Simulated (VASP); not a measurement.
OSZICAR of a VASP run on Cr (bcc, AFM order):

**OSZICAR**
```
       N       E                     dE             d eps       ncg     rms          rms(c)
DAV:   1     0.225124596732E+03    0.22512E+03   -0.14057E+04  5384   0.180E+03
DAV:   2    -0.143138367735E+02   -0.23944E+03   -0.23781E+03  5744   0.495E+02
DAV:   3    -0.221200571454E+02   -0.78062E+01   -0.77667E+01  6904   0.102E+02
DAV:   4    -0.222320039329E+02   -0.11195E+00   -0.11190E+00  6528   0.121E+01
DAV:   5    -0.222345588153E+02   -0.25549E-02   -0.25524E-02  7328   0.145E+00    0.187E+01
DAV:   6    -0.190653177956E+02    0.31692E+01   -0.18598E+01  5696   0.523E+01    0.394E+00
DAV:   7    -0.190586089340E+02    0.67089E-02   -0.22886E-01  5824   0.674E+00    0.244E+00
DAV:   8    -0.190522451680E+02    0.63638E-02   -0.22080E-02  7600   0.158E+00    0.119E+00
DAV:   9    -0.190468078426E+02    0.54373E-02   -0.43481E-02  6656   0.170E+00    0.392E-01
DAV:  10    -0.190479646938E+02   -0.11569E-02   -0.36405E-03  8088   0.550E-01    0.293E-01
DAV:  11    -0.190504830854E+02   -0.25184E-02   -0.47826E-02  7056   0.138E+00    0.209E-01
DAV:  12    -0.190513601137E+02   -0.87703E-03   -0.18520E-02  6736   0.944E-01    0.101E-01
DAV:  13    -0.190514652153E+02   -0.10510E-03   -0.55937E-04  6560   0.229E-01    0.686E-02
DAV:  14    -0.190515594085E+02   -0.94193E-04   -0.18540E-03  6904   0.255E-01    0.289E-02
DAV:  15    -0.190515743227E+02   -0.14914E-04   -0.10842E-03  6928   0.204E-01    0.478E-03
DAV:  16    -0.190515759083E+02   -0.15856E-05   -0.15700E-05  5632   0.537E-02    0.463E-03
DAV:  17    -0.190515755532E+02    0.35510E-06   -0.41926E-07  2832   0.634E-03
   1 F= -.17618888E+02 E0= -.17619137E+02  d E =-.176189E+02  mag=     0.0000
       N       E                     dE             d eps       ncg     rms          rms(c)
DAV:   1    -0.199195014677E+02   -0.86793E+00   -0.21196E+01  5520   0.682E+01    0.929E+00
DAV:   2    -0.189869798712E+02    0.93252E+00   -0.57603E+00  5648   0.284E+01    0.237E+00
DAV:   3    -0.189782882775E+02    0.86916E-02   -0.69678E-02  6192   0.324E+00    0.143E+00
DAV:   4    -0.189736621185E+02    0.46262E-02   -0.45148E-03  6272   0.892E-01    0.819E-01
DAV:   5    -0.189713113768E+02    0.23507E-02   -0.85650E-03  6464   0.103E+00    0.103E-01
DAV:   6    -0.189714768946E+02   -0.16552E-03   -0.10664E-03  6112   0.280E-01    0.861E-02
DAV:   7    -0.189715394370E+02   -0.62542E-04   -0.13606E-03  7024   0.305E-01    0.522E-02
DAV:   8    -0.189715644858E+02   -0.25049E-04   -0.14899E-04  6616   0.795E-02    0.429E-02
DAV:   9    -0.189715335019E+02    0.30984E-04   -0.23622E-04  6976   0.123E-01    0.511E-02
DAV:  10    -0.189716074627E+02   -0.73961E-04   -0.13592E-03  7016   0.272E-01    0.328E-02
DAV:  11    -0.189716821535E+02   -0.74691E-04   -0.46631E-03  6992   0.492E-01    0.941E-03
DAV:  12    -0.189716876070E+02   -0.54535E-05   -0.51022E-05  5376   0.766E-02    0.101E-02
DAV:  13    -0.189716856884E+02    0.19186E-05   -0.10702E-05  5120   0.260E-02    0.122E-02
DAV:  14    -0.189716972833E+02   -0.11595E-04   -0.15199E-03  6968   0.281E-01    0.797E-03
DAV:  15    -0.189716984497E+02   -0.11664E-05   -0.12093E-05  5376   0.366E-02    0.186E-03
DAV:  16    -0.189716989164E+02   -0.46672E-06   -0.15713E-05  5656   0.280E-02    0.911E-04
DAV:  17    -0.189716991191E+02   -0.20275E-06   -0.13750E-05  5744   0.258E-02    0.308E-04
DAV:  18    -0.189716992024E+02   -0.83239E-07   -0.15959E-06  2880   0.916E-03
   2 F= -.17610250E+02 E0= -.17610336E+02  d E =0.863886E-02  mag=     0.0000
       N       E                     dE             d eps       ncg     rms          rms(c)
DAV:   1    -0.193829904022E+02   -0.41129E+00   -0.78164E+00  5600   0.427E+01    0.499E+00
DAV:   2    -0.190359172345E+02    0.34707E+00   -0.23616E+00  5680   0.170E+01    0.118E+00
DAV:   3    -0.190307719654E+02    0.51453E-02   -0.29381E-02  6096   0.213E+00    0.691E-01
DAV:   4    -0.190294409800E+02    0.13310E-02   -0.25953E-03  7136   0.546E-01    0.382E-01
DAV:   5    -0.190291974038E+02    0.24358E-03   -0.96744E-03  6752   0.809E-01    0.101E-01
DAV:   6    -0.190294429847E+02   -0.24558E-03   -0.19427E-03  6592   0.265E-01    0.983E-02
DAV:   7    -0.190296654666E+02   -0.22248E-03   -0.32854E-03  6944   0.392E-01    0.584E-02
DAV:   8    -0.190297596630E+02   -0.94196E-04   -0.16555E-03  6784   0.255E-01    0.353E-02
DAV:   9    -0.190297904653E+02   -0.30802E-04   -0.16574E-03  6880   0.257E-01    0.131E-02
DAV:  10    -0.190297897596E+02    0.70570E-06   -0.40779E-05  5528   0.703E-02    0.672E-03
DAV:  11    -0.190297902152E+02   -0.45562E-06   -0.91082E-07  3280   0.107E-02
   3 F= -.17626382E+02 E0= -.17626674E+02  d E =-.749380E-02  mag=    -0.0000
```

### Question
Which electronic solver shows in the log?

### Answer
It is blocked Davidson (ALGO = Normal, or the opening steps of other solvers). The INCAR had ALGO = Normal.

### Question
How was spin treated?

### Answer
Collinear spin (ISPIN = 2): the summary line carries one mag value, 0.00 μB in the cell.

### Question
Can the final energy be trusted as converged?

### Answer
Self-consistency was reached. It stopped with EDIFF = 1E-6, NELM = 100, NSW = 40 and EDIFFG = -0.02 after 3 ionic steps (PBE GGA, plane waves, VASP's PBE PAW potentials (set 64)). Energy and stress use the plane-wave basis of the starting cell.

The compound is Cr in the bcc, AFM order structure. This run relaxes it under an external pressure of 10 GPa. Symmetry was kept, so distortions that lower it aren't found.
